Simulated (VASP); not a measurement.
# Valence-band splitting and top-hole masses of Si (Fd-3m) under [111] strain, TB-mBJ with spin-orbit coupling

In a p-channel silicon transistor the current is carried by holes at the top of the valence band, and strain is used to make them lighter in the direction of transport. The problem is to find how stress along [111] splits the three uppermost valence levels of Si at the zone centre, and how the mass of the top hole band differs between compression and tension. The levels are calculated with TB-mBJ and spin-orbit coupling on cells relaxed with LDA. They are given as depths below the valence-band top of the same cell, so a larger number means a deeper level. The comparison is between strains; no measured splitting or mass is shown in the table.

## Computational details

The start is a typed prototype cell. The crystal was relaxed with LDA. Strain is imposed along [111]; the strain across the axis is adjusted until the stress across it vanishes, and the atoms are relaxed with LDA. VASP 6.6.1, plane waves with PAW, cutoff 450 eV, no spin polarisation. Band edges are single points at TB-mBJ with spin-orbit coupling on these cells, k mesh 8×8×8, read on short lines of k points at the zone centre and through the valleys; energies are counted from the valence-band top at the zone centre. Each level is the mean of a Kramers pair; masses are fitted within 0.05 1/Å of the zone centre and are rough where two bands nearly touch. All levels use the PAW data sets made with LDA.

Notes on method and selection:

- Runs that did not converge, have known faults or may not be shown are not listed, and runs on Ansatz's PAW sets soft_1 and soft_2 are kept to separate tables.

Columns:

- strain (%): strain along the axis (tension positive).
- second level (eV): second valence level below the top at Γ.
- third level (eV): third valence level below the top at Γ.
- mass, axis (mₑ): mass of the top hole band along the axis.
- mass, across (mₑ): mass of the top hole band across the axis.

Input lines of one member:

```
PREC = Accurate
ENCUT = 450
EDIFF = 1E-06
NELM = 150
ISMEAR = 0
SIGMA = 0.02
LREAL = .FALSE.
ALGO = Normal
METAGGA = MBJ
LASPH = .TRUE.
LNONCOLLINEAR = .TRUE.
NBANDS = 18
GGA_COMPAT = .FALSE.
LSORBIT = .TRUE.
KPAR = 2
```

Command (options for logging and memory left out): `mpirun -np 2 vasp_ncl`

## Data

| member | sign of the strain | strain (%) | second level (eV) | third level (eV) | mass, axis (mₑ) | mass, across (mₑ) |
| --- | --- | --- | --- | --- | --- | --- |
| −2 % | compression | −2.0 | 0.2341 | 0.267 | 0.129 | 0.613 |
| −1.5 % | compression | −1.5 | 0.1696 | 0.203 | 0.126 | 0.634 |
| −1 % | compression | −1.0 | 0.1090 | 0.144 | 0.124 | 0.658 |
| −0.5 % | compression | −0.5 | ? | ? | ? | ? |
| 0 % | compression | 0.0 | 0.0000 | 0.047 | 0.771 | 0.653 |
| 0 % | tension | 0.0 | 0.0000 | 0.047 | 0.771 | 0.653 |
| +0.5 % | tension | 0.5 | 0.0221 | 0.084 | 0.795 | 0.225 |
| +1 % | tension | 1.0 | 0.0268 | 0.138 | 0.793 | 0.221 |
| +1.5 % | tension | 1.5 | 0.0284 | 0.194 | 0.811 | 0.218 |
| +2 % | tension | 2.0 | 0.0292 | 0.250 | 0.820 | 0.219 |

Cells marked ? are withheld until the estimate has been made.

Least-squares fits to the members shown, with x = strain (%); R² and errors in the fitted variable (y, or ln y where the fit is in ln y):

| y | sign of the strain | members | fit | R² | rms residual | leave-one-out rms | the same for the mean of the others |
| --- | --- | --- | --- | --- | --- | --- | --- |
| third level (eV) | compression | 4 | y = 0.04240 − 0.1092 x | 1.00 | 0.0056 | 0.016 | 0.11 |
| third level (eV) | tension | 5 | y = 0.03940 + 0.1032 x | 0.99 | 0.0054 | 0.011 | 0.091 |
| second level (eV) | compression | 4 | y = −0.002871 − 0.1165 x | 1.00 | 0.0036 | 0.010 | 0.11 |
| second level (eV) | tension | 5 | y = 0.008360 + 0.01294 x | 0.70 | 0.0060 | 0.012 | 0.014 |

## Mechanism

Without strain the two upper levels coincide, and spin-orbit coupling puts the third 0.047 eV below them. Strain of either sign lifts the degeneracy, because the crystal becomes trigonal, but the pattern depends on the sign. From −1 % to −2 % the second level deepens by 0.2341 − 0.1090 = 0.1251 eV. From +1 % to +2 % it deepens by only 0.0292 − 0.0268 = 0.0024 eV, while the third deepens by 0.250 − 0.138 = 0.112 eV.

The valence top is built from three p orbitals. A trigonal field separates the one along the axis (a singlet) from the two across it (a doublet). Compression puts the singlet on top, so both lower levels move away from it. Tension puts the doublet on top; its two levels are held apart mainly by spin-orbit coupling, and their separation therefore hardly grows. A likely reason for the order is that compression tilts the three inclined bonds away from the axis, which weakens the bonding of the axial orbital and raises its level.

The masses fit this assignment. A p orbital overlaps strongly along its own direction, so the singlet band is light along the axis and heavy across it. At −1 % the masses are 0.124 and 0.658 mₑ; at +1 % they are 0.793 and 0.221 mₑ. Going from compression to tension thus makes the top hole 0.793 / 0.124 = 6.4 times heavier along the axis and 0.658 / 0.221 = 3.0 times lighter across it. The change comes from an exchange of band character; among the strained members of each sign the masses vary little.

The masses across the axis under tension are rough. With ħ²/2mₑ of about 3.8 eV Å², a hole of 0.22 mₑ at the edge of the fit range has an energy of about 3.8 × 0.05² / 0.22 = 0.043 eV, more than the distance to the second level.

## Blind estimate

Plain estimates from the members shown:

- −0.5 % (compression), fit at x = −0.5: 0.097 eV
- −0.5 % (compression), straight-line interpolation between −1 % and 0 %: w = (−0.5 − (−1.0)) / (0.0 − (−1.0)) = 0.500, so 0.144 + 0.500 × (0.047 − 0.144) = 0.096 eV

Straight-line interpolation gives 0.096 eV at −0.5 %, but it should lie too high. Spin-orbit coupling mixes the singlet with one doublet level, so the depth of the third level starts slowly and steepens with compression. Count energies from the doublet without spin-orbit coupling. One doublet level then stays pure and lies at Δ/3; the other, at −Δ/3, couples to the singlet at s with strength √2 Δ/3. Under compression the top and third levels are the upper and lower of this mixed pair, so the depth of the third is their separation,

E₃ = √((s + Δ/3)² + 8Δ²/9),

where Δ = 0.047 eV is the unstrained splitting and s is the height of the singlet above the doublet without spin-orbit coupling. Hence Δ/3 is 0.047 / 3 = 0.0157 eV, and the second term under the root is 8 × 0.047² / 9 = 0.00196 eV².

The −1 % member gives s = √(0.144² − 0.00196) − 0.0157 = 0.1213 eV. The same model then puts its second level at (0.144 + 0.1213 − 0.047) / 2 = 0.109 eV, as in the table.

To first order s is proportional to strain, so at −0.5 % it is 0.1213 / 2 = 0.0607 eV, and

E₃ = √((0.0607 + 0.0157)² + 0.00196) = 0.088 eV.

Scaling s from −1 % in the same way gives 0.203 eV at −1.5 %, where the table has 0.203 eV, and √((2 × 0.1213 + 0.0157)² + 0.00196) = 0.262 eV at −2 %, where it has 0.267 eV. The larger miss corresponds to a departure of s from proportionality by about 2 %. The same departure at −0.5 % would change E₃ by about 0.001 eV, which is taken as the error.

**Committed estimate, −0.5 % (compression): third level = 0.088 ± 0.001 eV.**

## How the estimate fared

| member | sign of the strain | strain (%) | second level (eV) | third level (eV) | mass, axis (mₑ) | mass, across (mₑ) |
| --- | --- | --- | --- | --- | --- | --- |
| −0.5 % | compression | −0.5 | 0.0504 | 0.088 | 0.116 | 0.638 |

| member | estimate | third level (eV) | computed | estimate − computed | miss in error bars |
| --- | --- | --- | --- | --- | --- |
| −0.5 % (compression) | committed | 0.088 | 0.088 | 0.000 | 0.0 |
| −0.5 % (compression) | fit | 0.097 | 0.088 | +0.009 |  |
| −0.5 % (compression) | interpolation | 0.096 | 0.088 | +0.008 |  |

The estimate of 0.088 eV agrees with the computed 0.088 eV to the printed digit, inside its error bar of 0.001 eV. The fit and the interpolation are too high by 0.009 and 0.008 eV, because both take the depth of the third level to be linear in strain.

The argument that held is that the singlet–doublet separation s is proportional to strain, while spin-orbit mixing bends the level itself. The second level offers a further check: with s = 0.0607 eV the model puts it at (0.088 + 0.0607 − 0.047) / 2 = 0.051 eV, and the table has 0.0504 eV.

Proportionality carries over less well to large tension. There the third level lies at (Δ − s + R) / 2, where R is the square root used for E₃ and s is negative. Reversing and doubling the −1 % value gives s = −2 × 0.1213 = −0.2426 eV at +2 %, so R = √((−0.2426 + 0.0157)² + 0.00196) = 0.231 eV and the third level is at (0.047 + 0.2426 + 0.231) / 2 = 0.260 eV. The table has 0.250 eV, so s grows somewhat more slowly than the strain on that side.

## Where the trend breaks

Least-squares fits to the whole series, with x = strain (%); R² and errors in the fitted variable (y, or ln y where the fit is in ln y):

| y | sign of the strain | members | fit | R² | rms residual | leave-one-out rms | the same for the mean of the others |
| --- | --- | --- | --- | --- | --- | --- | --- |
| third level (eV) | compression | 5 | y = 0.03880 − 0.1110 x | 0.99 | 0.0061 | 0.013 | 0.098 |
| third level (eV) | tension | 5 | y = 0.03940 + 0.1032 x | 0.99 | 0.0054 | 0.011 | 0.091 |
| second level (eV) | compression | 5 | y = −0.004860 − 0.1175 x | 1.00 | 0.0037 | 0.0077 | 0.10 |
| second level (eV) | tension | 5 | y = 0.008360 + 0.01294 x | 0.70 | 0.0060 | 0.012 | 0.014 |

Largest departures from the fit to the whole series:

| member | sign of the strain | third level (eV) | fit | computed − fit | in rms residuals |
| --- | --- | --- | --- | --- | --- |
| 0 % | tension | 0.047 | 0.039 | +0.008 | 1.4 |
| 0 % | compression | 0.047 | 0.039 | +0.008 | 1.4 |
| +0.5 % | tension | 0.084 | 0.091 | −0.007 | 1.3 |
| −0.5 % | compression | 0.088 | 0.094 | −0.006 | 1.0 |

The largest departures of the third level from the straight lines come from curvature, not from a faulty member. The unstrained crystal, which is one calculation listed under both signs, lies 0.008 eV above each line, and the members at +0.5 % and −0.5 % lie 0.007 and 0.006 eV below. Spin-orbit coupling already separates the third level at zero strain, so a small strain adds little at first. Under tension the level deepens by 0.084 − 0.047 = 0.037 eV over the first half per cent and by 0.250 − 0.194 = 0.056 eV over the last.

Among the masses, the 0.116 mₑ along the axis at −0.5 % deserves caution. At the edge of the fit range such a hole has an energy of about 3.8 × 0.05² / 0.116 = 0.08 eV, more than the 0.0504 eV to the second level. The top band therefore meets the heavier second band within the range of the fit, and the small difference from the 0.124 mₑ at −1 % cannot safely be read as an effect of strain alone.

## What to take away

Between −2 % and +2 %, [111] compression gives a top hole band that is light along the axis, and tension one that is light across it. For the third level, the spin-orbit model scaled from −1 % is good to about 0.005 eV under compression and 0.01 eV under tension.

For a device at room temperature, where kT is roughly 0.026 eV, the second level matters as much as the mass. At −0.5 % it lies 0.0504 / 0.026 = 1.9 kT below the top, but at +2 % only 0.0292 / 0.026 = 1.1 kT. From +1.5 % to +2 % it deepens by only 0.0292 − 0.0284 = 0.0008 eV, so in this range more tension hardly empties the second band.

No omitted effect is expected to exceed the 0.22 eV spread of the third level. Lattice vibrations shift the band gap, but largely move the three valence levels together.

[Logs are printed without paths, hosts, clocks, repeated set-up lines and the standing remarks that a program may print on its own settings, such as how far it seeks lower states.]
